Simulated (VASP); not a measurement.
Output of a VASP run:

File OUTCAR:
```
 ion  position               nearest neighbor table
   1  0.000  0.000  0.000-   2 2.74   2 2.74   2 2.74   2 2.74
   2  0.250  0.250  0.250-   1 2.74   1 2.74   1 2.74   1 2.74
  LATTYP: Found a face centered cubic cell.
 ALAT       =     6.3277580000
 Subroutine PRICEL returns:
 Original cell was already a primitive cell.
 Subroutine GETGRP returns: Found 24 space group operations
The static configuration has the point symmetry T_d .
The dynamic configuration has the point symmetry T_d .
 Subroutine INISYM returns: Found 24 space group operations
 Subroutine IBZKPT returns following result:
 Found     35 irreducible k-points:

 Following reciprocal coordinates:
            Coordinates               Weight
  0.000000  0.000000  0.000000      1.000000
  0.111111  0.000000  0.000000      8.000000
  0.222222  0.000000  0.000000      8.000000
  0.333333  0.000000  0.000000      8.000000
  0.444444  0.000000  0.000000      8.000000
  0.111111  0.111111  0.000000      6.000000
  0.222222  0.111111  0.000000     24.000000
  0.333333  0.111111  0.000000     24.000000
  0.444444  0.111111  0.000000     24.000000
 -0.444444  0.111111  0.000000     24.000000
 -0.333333  0.111111  0.000000     24.000000
 -0.222222  0.111111  0.000000     24.000000
 -0.111111  0.111111  0.000000     12.000000
  0.222222  0.222222  0.000000      6.000000
  0.333333  0.222222  0.000000     24.000000
  0.444444  0.222222  0.000000     24.000000
 -0.444444  0.222222  0.000000     24.000000
 -0.333333  0.222222  0.000000     24.000000
 -0.222222  0.222222  0.000000     12.000000
  0.333333  0.333333  0.000000      6.000000
  0.444444  0.333333  0.000000     24.000000
 -0.444444  0.333333  0.000000     24.000000
 -0.333333  0.333333  0.000000     12.000000
  0.444444  0.444444  0.000000      6.000000
 -0.444444  0.444444  0.000000     12.000000
  0.333333  0.222222  0.111111     24.000000
  0.444444  0.222222  0.111111     48.000000
 -0.444444  0.222222  0.111111     48.000000
  0.444444  0.333333  0.111111     24.000000
 -0.444444  0.333333  0.111111     48.000000
 -0.333333  0.333333  0.111111     48.000000
 -0.222222  0.333333  0.111111     24.000000
 -0.444444  0.444444  0.111111     24.000000
 -0.333333  0.444444  0.111111     24.000000
 -0.333333  0.444444  0.222222     24.000000
   k-points           NKPTS =     35   k-points in BZ     NKDIM =     35   number of bands    NBANDS=     12
   number of dos      NEDOS =    301   number of ions     NIONS =      2
   total plane-waves  NPLWV =  27000
   dimension x,y,z NGX =    30 NGY =   30 NGZ =   30
   dimension x,y,z NGXF=    60 NGYF=   60 NGZF=   60
   ions per type =               1   1
   PREC   = accura    normal or accurate (medium, high low for compatibility)
   ISTART =      0    job   : 0-new  1-cont  2-samecut
   ICHARG =      2    charge: 1-file 2-atom 10-const
   ISPIN  =      1    spin polarized calculation?
   LNONCOLLINEAR =      F non collinear calculations
   LSORBIT =      F    spin-orbit coupling
   INIWAV =      1    electr: 0-lowe 1-rand  2-diag
   ENCUT  =  400.0 eV  29.40 Ry    5.42 a.u.   7.30  7.30  7.30*2*pi/ulx,y,z
   NELM   =    100;   NELMIN=  2; NELMDL= -5     # of ELM steps
   EDIFF  = 0.1E-05   stopping-criterion for ELM
   LREAL  =      F    real-space projection
   NLSPLINE    = F    spline interpolate recip. space projectors
   LMAXMIX     =    6 max onsite mixed and CHGCAR
   VOSKOWN=      0    Vosko Wilk Nusair interpolation
   EDIFFG = -.1E-01   stopping-criterion for IOM
   NSW    =     60    number of steps for IOM
   NBLOCK =      1;   KBLOCK =     60    inner block; outer block
   IBRION =      2    ionic relax: 0-MD 1-quasi-New 2-CG
   NFREE  =      1    steps in history (QN), initial steepest desc. (CG)
   ISIF   =      3    stress and relaxation
   ISYM   =      2    0-nonsym 1-usesym 2-fastsym
   TEIN   =    0.0    initial temperature
   TEBEG  =    0.0;   TEEND  =   0.0 temperature during run
...
```

File OSZICAR:
```
...
DAV:   7    -0.919744508176E+01    0.28416E-01   -0.85974E-02   864   0.252E+00    0.232E+00
DAV:   8    -0.919023522323E+01    0.72099E-02   -0.38730E-02   892   0.181E+00    0.568E-01
DAV:   9    -0.919007032589E+01    0.16490E-03   -0.87400E-04  1020   0.226E-01    0.421E-01
DAV:  10    -0.918996575584E+01    0.10457E-03   -0.77682E-04   928   0.202E-01    0.427E-02
DAV:  11    -0.918996441322E+01    0.13426E-05   -0.52177E-05  1036   0.555E-02    0.153E-02
DAV:  12    -0.918997000947E+01   -0.55962E-05   -0.55096E-06   944   0.173E-02    0.838E-03
DAV:  13    -0.918997179315E+01   -0.17837E-05   -0.25705E-06   968   0.127E-02    0.260E-03
DAV:  14    -0.918997185365E+01   -0.60500E-07   -0.11526E-07   572   0.286E-03
   1 F= -.91899719E+01 E0= -.91903787E+01  d E =-.918997E+01
       N       E                     dE             d eps       ncg     rms          rms(c)
DAV:   1    -0.185767317588E+02   -0.93868E+01   -0.15531E+02   848   0.123E+02    0.269E+01
DAV:   2    -0.102098805297E+02    0.83669E+01   -0.41390E+01   844   0.563E+01    0.689E+00
DAV:   3    -0.943909529867E+01    0.77079E+00   -0.21470E+00   844   0.155E+01    0.358E+00
DAV:   4    -0.926905402075E+01    0.17004E+00   -0.73155E-01   872   0.527E+00    0.230E+00
DAV:   5    -0.927288776434E+01   -0.38337E-02   -0.20513E-02  1000   0.117E+00    0.173E+00
DAV:   6    -0.927695542791E+01   -0.40677E-02   -0.13188E-02   944   0.688E-01    0.205E-01
DAV:   7    -0.927660543166E+01    0.35000E-03   -0.10064E-03   868   0.247E-01    0.937E-02
DAV:   8    -0.927665392131E+01   -0.48490E-04   -0.92266E-05   980   0.793E-02    0.351E-02
DAV:   9    -0.927665180297E+01    0.21183E-05   -0.30546E-06   904   0.135E-02    0.285E-02
DAV:  10    -0.927665182376E+01   -0.20794E-07   -0.11060E-07   468   0.268E-03
   2 F= -.92766518E+01 E0= -.92769023E+01  d E =-.866800E-01
       N       E                     dE             d eps       ncg     rms          rms(c)
DAV:   1    -0.110340877147E+02   -0.17574E+01   -0.27490E+01   840   0.519E+01    0.876E+00
DAV:   2    -0.960723594769E+01    0.14269E+01   -0.67748E+00   848   0.275E+01    0.414E+00
DAV:   3    -0.948945437550E+01    0.11778E+00   -0.29004E-01   840   0.510E+00    0.256E+00
DAV:   4    -0.945452047638E+01    0.34934E-01   -0.10716E-01   844   0.191E+00    0.119E+00
DAV:   5    -0.945452608768E+01   -0.56113E-05   -0.64113E-03  1004   0.619E-01    0.890E-01
DAV:   6    -0.945492299827E+01   -0.39691E-03   -0.15709E-03   904   0.357E-01    0.172E-01
DAV:   7    -0.945486083363E+01    0.62165E-04   -0.22729E-04   916   0.129E-01    0.683E-02
DAV:   8    -0.945486486761E+01   -0.40340E-05   -0.25019E-05   912   0.372E-02    0.145E-02
DAV:   9    -0.945486595721E+01   -0.10896E-05   -0.33927E-06   944   0.151E-02    0.166E-02
DAV:  10    -0.945486551564E+01    0.44157E-06   -0.82696E-08   428   0.257E-03
   3 F= -.94548655E+01 E0= -.94551935E+01  d E =-.264894E+00
       N       E                     dE             d eps       ncg     rms          rms(c)
DAV:   1    -0.945623904589E+01   -0.13731E-02   -0.21573E-02   840   0.145E+00    0.224E-01
DAV:   2    -0.945510298509E+01    0.11361E-02   -0.61865E-03   844   0.770E-01    0.825E-02
DAV:   3    -0.945498695677E+01    0.11603E-03   -0.29890E-04   844   0.172E-01    0.439E-02
DAV:   4    -0.945496469727E+01    0.22260E-04   -0.11326E-04   840   0.599E-02    0.219E-02
DAV:   5    -0.945496527049E+01   -0.57322E-06   -0.42778E-06   924   0.179E-02
   4 F= -.94549653E+01 E0= -.94553154E+01  d E =-.264993E+00
```

OUTCAR:
```
------------------------ aborting loop because EDIFF is reached ----------------------------------------
  FORCE on cell =-STRESS in cart. coord.  units (eV):
  Direction    XX          YY          ZZ          XY          YZ          ZX
  --------------------------------------------------------------------------------------
  Total        0.0094971      0.0094971      0.0094971      0.0000000      0.0000000      0.0000000
  in kB        0.2784005      0.2784005      0.2784005      0.0000000      0.0000000      0.0000000
  external PRESSURE =       0.2784005 kB  Pullay stress =       0.0000000 kB
  volume of cell :       54.66
      direct lattice vectors                 reciprocal lattice vectors
     0.000000000  3.012083377  3.012083377    -0.165998061  0.165998061  0.165998061
     3.012083377 -0.000000000  3.012083377     0.165998061 -0.165998061  0.165998061
     3.012083377  3.012083377 -0.000000000     0.165998061  0.165998061 -0.165998061
 POSITION                                       TOTAL-FORCE (eV/Angst)
 -----------------------------------------------------------------------------------
      0.00000      3.01208      3.01208        -0.000000     -0.000000      0.000000
      1.50604      1.50604      1.50604         0.000000      0.000000     -0.000000
 -----------------------------------------------------------------------------------
    total drift:                                0.000000      0.000000      0.000000
  FREE ENERGIE OF THE ION-ELECTRON SYSTEM (eV)
  ---------------------------------------------------
  free  energy   TOTEN  =        -9.4549652705 eV

  energy  without entropy=       -9.4560157859  energy(sigma->0) =       -9.45531544

 reached required accuracy - stopping structural energy minimisation
```
(Selected blocks of OUTCAR.)

POSCAR:
```
PtTe
1
    0.0000000000     3.1638790000     3.1638790000
    3.1638790000     0.0000000000     3.1638790000
    3.1638790000     3.1638790000     0.0000000000
Pt Te
1 1
Direct
  0.0000000000   0.0000000000   0.0000000000
  0.2500000000   0.2500000000   0.2500000000
```

Question: Reconstruct the remaining input files.

Answer: This is not unique; one that fits is the input of the run itself, PBE GGA, plane waves, VASP's PBE PAW potentials (set 64).

KPOINTS:
```
Automatic mesh
0
Gamma
9 9 9
0 0 0
```

**INCAR**
```
# general
SYSTEM  = PtTe
PREC    = Accurate
ENCUT   = 400   # plane-wave cut-off (eV)
LREAL   = .FALSE.   # projection in real space or not
LASPH   = .TRUE.

# electronic loop
EDIFF   = 1E-6
NELM    = 100   # most electronic steps
ALGO    = Normal   # blocked Davidson
LMAXMIX = 6

# smearing
ISMEAR  = 1   # Methfessel-Paxton
SIGMA   = 0.1

# functional
GGA     = PE   # PBE

# ions
IBRION  = 2
NSW     = 60
ISIF    = 3   # ions, shape and volume
EDIFFG  = -0.01   # ionic stop

# output
LWAVE   = .FALSE.
LCHARG  = .FALSE.
```

POTCAR, in this order: Pt Te (PBE.64 set). Program: vasp_std.

Energy and stress use the plane-wave basis of the starting cell.

The structure was generated: PtTe was put into the zinc blende type (F-43m), which need not be its known phase. This run relaxes it. Symmetry was kept, so distortions that lower it aren't found.
